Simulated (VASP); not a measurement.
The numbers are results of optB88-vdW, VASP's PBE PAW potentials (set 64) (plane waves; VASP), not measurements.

VASP ran on this input.

File POSCAR:
```
Se
1
    2.0579069988    -3.5643994666     0.0000000000
    2.0579069988     3.5643994666     0.0000000000
    0.0000000000     0.0000000000     5.0589265473
Se
3
Direct
  0.0000000000   0.2409941092   0.6666670000
  0.7590058908   0.7590058908   0.0000000000
  0.2409941092   0.0000000000   0.3333330000
```

**INCAR**
```
AGGAC = 0.0
ALGO = Normal
EDIFF = 1E-7
EDIFFG = -0.01
ENCUT = 520
GGA = BO
IBRION = 2
ISIF = 4
ISMEAR = 0
LASPH = T
LCHARG = F
LMAXMIX = 4
LREAL = F
LUSE_VDW = T
LWAVE = F
NELM = 100
NSW = 30
PARAM1 = 0.1833333333
PARAM2 = 0.22
PREC = Accurate
SIGMA = 0.05
SYSTEM = Se
```

KPOINTS:
```
Automatic mesh
0
Gamma
6 6 5
0 0 0
```

POTCAR, in this order: Se (PBE.64 set). Program: vasp_std.

The resulting files:

File OSZICAR:
```
       N       E                     dE             d eps       ncg     rms          rms(c)
DAV:   1     0.948149766971E+02    0.94815E+02   -0.74751E+03   702   0.117E+03
DAV:   2     0.514381850358E+00   -0.94301E+02   -0.90244E+02   921   0.181E+02
DAV:   3    -0.555848583368E+01   -0.60729E+01   -0.60256E+01   817   0.539E+01
DAV:   4    -0.561389900020E+01   -0.55413E-01   -0.55347E-01   832   0.604E+00
DAV:   5    -0.561436017665E+01   -0.46118E-03   -0.46115E-03   842   0.538E-01    0.682E+00
DAV:   6    -0.555348012420E+01    0.60880E-01   -0.47991E-02   762   0.156E+00    0.424E+00
DAV:   7    -0.553761616586E+01    0.15864E-01   -0.93164E-02   742   0.213E+00    0.242E-01
DAV:   8    -0.553661199245E+01    0.10042E-02   -0.10515E-02   712   0.766E-01    0.123E-01
DAV:   9    -0.553669107037E+01   -0.79078E-04   -0.41775E-04   917   0.152E-01    0.423E-02
DAV:  10    -0.553672527661E+01   -0.34206E-04   -0.42259E-05   787   0.635E-02    0.726E-03
DAV:  11    -0.553672656912E+01   -0.12925E-05   -0.51905E-06   872   0.172E-02    0.451E-03
DAV:  12    -0.553672614964E+01    0.41948E-06   -0.12820E-06   802   0.846E-03    0.190E-03
DAV:  13    -0.553672604583E+01    0.10381E-06   -0.12208E-07   531   0.270E-03    0.382E-04
DAV:  14    -0.553672601231E+01    0.33517E-07   -0.15598E-08   401   0.104E-03
   1 F= -.55367260E+01 E0= -.55367260E+01  d E =-.553673E+01
       N       E                     dE             d eps       ncg     rms          rms(c)
DAV:   1    -0.555871514365E+01   -0.21989E-01   -0.20483E+00   702   0.885E+00    0.730E-01
DAV:   2    -0.556711097817E+01   -0.83958E-02   -0.10259E-01   812   0.214E+00    0.203E-01
DAV:   3    -0.556632988854E+01    0.78109E-03   -0.14211E-03   777   0.294E-01    0.113E-01
DAV:   4    -0.556623524946E+01    0.94639E-04   -0.99932E-04   792   0.212E-01    0.344E-02
DAV:   5    -0.556624543018E+01   -0.10181E-04   -0.15174E-04   702   0.892E-02    0.171E-02
DAV:   6    -0.556624413688E+01    0.12933E-05   -0.11427E-05   762   0.264E-02    0.661E-03
DAV:   7    -0.556624412370E+01    0.13183E-07   -0.92306E-07   857   0.840E-03
   2 F= -.55662441E+01 E0= -.55662441E+01  d E =-.295181E-01
       N       E                     dE             d eps       ncg     rms          rms(c)
DAV:   1    -0.556727166783E+01   -0.10275E-02   -0.14923E+00   702   0.755E+00    0.599E-01
DAV:   2    -0.557356087718E+01   -0.62892E-02   -0.74858E-02   807   0.183E+00    0.170E-01
DAV:   3    -0.557303852189E+01    0.52236E-03   -0.93599E-04   772   0.242E-01    0.954E-02
DAV:   4    -0.557296820753E+01    0.70314E-04   -0.69925E-04   807   0.179E-01    0.275E-02
DAV:   5    -0.557297555873E+01   -0.73512E-05   -0.11040E-04   702   0.760E-02    0.145E-02
DAV:   6    -0.557297451418E+01    0.10446E-05   -0.78714E-06   762   0.221E-02    0.588E-03
DAV:   7    -0.557297453781E+01   -0.23633E-07   -0.64044E-07   842   0.699E-03
   3 F= -.55729745E+01 E0= -.55729745E+01  d E =-.362485E-01
       N       E                     dE             d eps       ncg     rms          rms(c)
DAV:   1    -0.557298189755E+01   -0.73834E-05   -0.40863E-03   702   0.395E-01    0.326E-02
DAV:   2    -0.557299980718E+01   -0.17910E-04   -0.20115E-04   807   0.953E-02    0.862E-03
DAV:   3    -0.557299896741E+01    0.83977E-06   -0.24080E-06   772   0.123E-02    0.480E-03
DAV:   4    -0.557299928438E+01   -0.31697E-06   -0.17761E-06   797   0.900E-03    0.136E-03
DAV:   5    -0.557299942483E+01   -0.14045E-06   -0.26526E-07   622   0.376E-03    0.689E-04
DAV:   6    -0.557299943737E+01   -0.12540E-07   -0.17686E-08   351   0.110E-03
   4 F= -.55729994E+01 E0= -.55729994E+01  d E =-.362734E-01
       N       E                     dE             d eps       ncg     rms          rms(c)
DAV:   1    -0.557346450131E+01   -0.46508E-03   -0.18182E-02   707   0.833E-01    0.729E-02
DAV:   2    -0.557338247747E+01    0.82024E-04   -0.42681E-04   822   0.143E-01    0.390E-02
DAV:   3    -0.557335487791E+01    0.27600E-04   -0.94289E-05   777   0.658E-02    0.100E-02
DAV:   4    -0.557335634752E+01   -0.14696E-05   -0.10223E-05   752   0.233E-02    0.486E-03
DAV:   5    -0.557335648874E+01   -0.14122E-06   -0.28898E-07   720   0.430E-03    0.278E-03
DAV:   6    -0.557335658928E+01   -0.10054E-06   -0.12942E-07   491   0.314E-03    0.278E-04
DAV:   7    -0.557335659780E+01   -0.85182E-08   -0.14772E-08   351   0.107E-03
   5 F= -.55733566E+01 E0= -.55733566E+01  d E =-.357160E-03
       N       E                     dE             d eps       ncg     rms          rms(c)
DAV:   1    -0.557436855202E+01   -0.10120E-02   -0.14852E-01   707   0.238E+00    0.209E-01
DAV:   2    -0.557370035716E+01    0.66819E-03   -0.34918E-03   822   0.409E-01    0.111E-01
DAV:   3    -0.557347549607E+01    0.22486E-03   -0.76458E-04   777   0.188E-01    0.286E-02
DAV:   4    -0.557348730550E+01   -0.11809E-04   -0.82677E-05   752   0.662E-02    0.139E-02
DAV:   5    -0.557348843454E+01   -0.11290E-05   -0.24590E-06   835   0.123E-02    0.789E-03
DAV:   6    -0.557348919949E+01   -0.76496E-06   -0.10276E-06   737   0.839E-03    0.825E-04
DAV:   7    -0.557348924004E+01   -0.40545E-07   -0.67461E-08   416   0.203E-03
   6 F= -.55734892E+01 E0= -.55734892E+01  d E =-.489803E-03
       N       E                     dE             d eps       ncg     rms          rms(c)
DAV:   1    -0.557374168898E+01   -0.25249E-03   -0.24172E-02   707   0.961E-01    0.844E-02
DAV:   2    -0.557363136717E+01    0.11032E-03   -0.56910E-04   822   0.165E-01    0.450E-02
DAV:   3    -0.557359453593E+01    0.36831E-04   -0.12714E-04   777   0.763E-02    0.116E-02
DAV:   4    -0.557359636999E+01   -0.18341E-05   -0.13644E-05   752   0.269E-02    0.564E-03
DAV:   5    -0.557359654624E+01   -0.17625E-06   -0.41585E-07   802   0.509E-03    0.316E-03
DAV:   6    -0.557359665129E+01   -0.10505E-06   -0.14726E-07   491   0.332E-03    0.328E-04
DAV:   7    -0.557359665193E+01   -0.63881E-09   -0.17477E-08   351   0.118E-03
   7 F= -.55735967E+01 E0= -.55735967E+01  d E =-.597215E-03
```

**OUTCAR**
```
------------------------ aborting loop because EDIFF is reached ----------------------------------------
  FORCE on cell =-STRESS in cart. coord.  units (eV):
  Direction    XX          YY          ZZ          XY          YZ          ZX
  --------------------------------------------------------------------------------------
  Total        0.7108552      0.7108552      0.7081969      0.0000000      0.0000000      0.0000000
  in kB       15.3458614     15.3458613     15.2884738      0.0000000      0.0000000      0.0000000
  external PRESSURE =      15.3267322 kB  Pullay stress =       0.0000000 kB
  volume of cell :       74.22
      direct lattice vectors                 reciprocal lattice vectors
     2.034217046 -3.523367262  0.000000000     0.245794814 -0.141909702  0.000000000
     2.034217046  3.523367262 -0.000000000     0.245794814  0.141909702 -0.000000000
     0.000000000  0.000000000  5.177442495     0.000000000  0.000000000  0.193145554
 POSITION                                       TOTAL-FORCE (eV/Angst)
 -----------------------------------------------------------------------------------
      2.54422     -2.64002      3.45163        -0.001304     -0.002259      0.000000
      3.04844      0.00000      0.00000         0.002609      0.000000      0.000000
      2.54422      2.64002      1.72581        -0.001304      0.002259     -0.000000
 -----------------------------------------------------------------------------------
    total drift:                               -0.000225     -0.000438      0.000011
  FREE ENERGIE OF THE ION-ELECTRON SYSTEM (eV)
  ---------------------------------------------------
  free  energy   TOTEN  =        -5.5735966519 eV

  energy  without entropy=       -5.5735966519  energy(sigma->0) =       -5.57359665

 reached required accuracy - stopping structural energy minimisation
```
(Selected blocks of OUTCAR.)

**CONTCAR**
```
Se
   1.00000000000000
     2.0342170458565048   -3.5233672624721728    0.0000000000000000
     2.0342170458565048    3.5233672624721728   -0.0000000000000000
     0.0000000000000000    0.0000000000000000    5.1774424953676323
  Se
     3
Direct
     0.9999999999995368    0.2507101791378151    0.6666669999999968
     0.7492898208626483    0.7492898208626483    0.0000000000000000
     0.2507101791378151    0.9999999999995368    0.3333330000000032
```

The compound is Se in the trig structure. This cell is one point of a volume scan, at 0.94 of the reference volume. Symmetry was kept, so distortions that lower it aren't found.
